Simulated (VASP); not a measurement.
These are PBE GGA, VASP's PBE PAW potentials (set 64) (plane waves; VASP) values and carry that method's errors.

VASP input:

File POSCAR:
```
MgSe
1.0
  0.0000000000   2.7520317876   2.7520317876
  2.7520317876   0.0000000000   2.7520317876
  2.7520317876   2.7520317876   0.0000000000
Mg Se
1 1
direct
  0.0000000000   0.0000000000   0.0000000000
  0.5000000000   0.5000000000   0.5000000000
```

KPOINTS:
```
Automatic mesh
0
Gamma
8 8 8
0 0 0
```

INCAR:
```
SYSTEM = MgSe
PREC = Accurate
ENCUT = 480
EDIFF = 1E-6
NELM = 100
ALGO = Normal
LREAL = .FALSE.
LASPH = .TRUE.
ISMEAR = 0
SIGMA = 0.05
GGA = PE
LMAXMIX = 4
LWAVE = .FALSE.
LCHARG = .FALSE.
IBRION = 2
ISIF = 3
NSW = 60
EDIFFG = -0.01
```

POTCAR, in this order: Mg Se (PBE.64 set). Program: vasp_std.

Problem. What will the output report for the number of irreducible k-points (NKPTS), largest plane-wave count, number of space-group operations, FFT grid (NGX, NGY, NGZ)?

Solution. 
* **number of irreducible k-points (NKPTS)**: 29
* **largest plane-wave count**: 1012
* **number of space-group operations**: 48
* **FFT grid (NGX, NGY, NGZ)**: 28 × 28 × 28

The compound is MgSe in the rock salt structure. It was relaxed first. The start is the result of an earlier pass.
